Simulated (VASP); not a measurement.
A snapshot from molecular dynamics of Te, step 181; the first frame, the perfect lattice, has an electronic free energy F (no ionic kinetic energy) of -3.077 eV/atom. The Γ point alone samples so small a cell crudely.

```xyz
54
Lattice="6.6900 -11.5874 0.0000 6.6900 11.5874 0.0000 0.0000 0.0000 11.8600" Properties=species:S:1:pos:R:3 pbc="T T T"
Te     0.9157     0.9160     4.0959
Te     3.4596    -0.4594     0.4479
Te     7.1575    10.5270     1.8882
Te     0.9798     0.8762    10.1074
Te     3.2943    -0.1917     5.9025
Te     7.3176    10.4139     8.0367
Te     9.2947    -6.7352     3.8226
Te     5.3904     4.2573     0.1794
Te     2.5459     2.8361     1.8240
Te     9.4466    -6.4719     9.6972
Te     5.4440     4.2389     5.9975
Te     2.8999     3.0488     7.6611
Te    11.6234    -2.7040     4.1184
Te     7.6072     7.6865    11.7070
Te     5.1703     6.8862     2.0662
Te    11.8129    -2.6424     9.8625
Te     7.6073     7.8254     5.6181
Te     5.5625     6.7452     8.1900
Te     2.7064    -2.8353     3.5127
Te     5.4359    -3.8053    11.7515
Te     9.4456     6.5064     1.7767
Te     2.8081    -2.9968     9.8423
Te     5.5938    -3.3874     5.9318
Te     2.7840    -4.8136     7.6525
Te     4.8366     1.3240     4.0953
Te     7.7121     0.1300    11.5845
Te     5.5756    -0.7881     2.2867
Te     4.7617     0.7971    10.2047
Te     7.9071     0.2290     5.8059
Te     5.2797    -1.0327     7.8286
Te     7.5429     4.7695     4.2539
Te     9.8961     3.5247     0.0015
Te     7.0838     2.8328     2.1024
Te     7.2692     4.5426     9.8128
Te    10.0136     3.7633     5.9604
Te     6.4783     2.5561     7.9413
Te     4.8257    -6.3989     4.0594
Te     7.6021    -7.6738    11.6236
Te     5.2690    -8.5479     2.0550
Te     4.8260    -6.6000     9.8650
Te     7.4029    -7.7373     5.9590
Te     5.2198    -8.7751     8.0341
Te     7.7832    -3.3911     4.2528
Te     9.8563    -3.9754     0.0172
Te     7.1898    -5.1106     1.8847
Te     7.4031    -2.9849     9.8548
Te    10.1333    -4.2804     6.1296
Te     7.1743    -4.8975     7.9199
Te     9.5219     1.1096     3.7511
Te    12.1826     0.4306     0.1462
Te     9.5447    -0.9806     1.8022
Te     9.4428     0.9998     9.6707
Te    12.4349     0.0558     5.9137
Te     9.4778    -1.1990     7.7826
```

All values below come from PBE GGA, VASP's PBE PAW potentials (set 64) (plane waves; VASP 6.6.1). Settings: PREC = Normal, LREAL = Auto, ISYM = 0, EDIFF = 1E-5, 300 eV cut-off, 1×1×1 Γ-centred mesh, Fermi-Dirac smearing of 0.026 eV, potentials Te.

### Question
Give F per atom of this frame and the forces (eV/Å).

### Answer
-3.037 eV/atom.
```
atom     Fx     Fy     Fz
----  -----  -----  -----
Te1   -0.14  -0.04  -0.64
Te2   -0.05  -0.12   0.01
Te3   -0.27  -0.07   0.55
Te4   -0.10  -0.09  -0.23
Te5    0.04  -0.09   0.21
Te6    0.02   0.27   0.09
Te7   -0.20  -0.20   0.02
Te8    0.35  -0.39  -0.26
Te9    0.27   0.06   0.05
Te10   0.00  -0.33  -0.08
Te11  -0.51   0.17  -0.11
Te12  -0.41   0.08   0.33
Te13  -0.39  -0.16  -0.03
Te14   0.04  -0.27   0.11
Te15  -0.16  -0.04  -0.23
Te16  -0.59  -0.05   0.44
Te17   0.39   0.17   0.23
Te18  -0.28   0.21  -0.49
Te19   0.00  -0.19   0.42
Te20   0.42  -0.11   0.54
Te21  -0.13   0.18  -0.10
Te22  -0.07   0.26  -0.42
Te23  -0.08  -0.31   0.01
Te24  -0.01  -0.18   0.18
Te25   0.29  -0.23  -0.27
Te26  -0.31  -0.33   0.55
Te27   0.01   0.00   0.18
Te28   0.02   0.33  -0.33
Te29  -0.25  -0.49   0.16
Te30  -0.03   0.19   0.32
Te31   0.03   0.14  -0.93
Te32   0.26   0.35   0.00
Te33  -0.03   0.27  -0.02
Te34   0.14  -0.11   0.64
Te35  -0.06  -0.28   0.37
Te36   0.49  -0.23   0.37
Te37   0.27  -0.22  -0.24
Te38  -0.09   0.29   0.00
Te39  -0.22   0.06  -0.11
Te40  -0.05  -0.33   0.24
Te41   0.60   0.07  -0.26
Te42   0.08   0.22  -0.26
Te43   0.07   0.44  -0.58
Te44   0.55   0.24  -0.12
Te45  -0.43   0.16  -0.03
Te46   0.07   0.56   0.62
Te47   0.31   0.25  -0.06
Te48  -0.19  -0.60  -0.33
Te49   0.30   0.07  -0.22
Te50   0.04  -0.14  -0.36
Te51  -0.07   0.14   0.07
Te52   0.26   0.03  -0.46
Te53  -0.38   0.04   0.59
Te54   0.16   0.33  -0.16
```

The cell is a supercell, built from Te (trig). Its lattice is the typed one, not relaxed at this level.
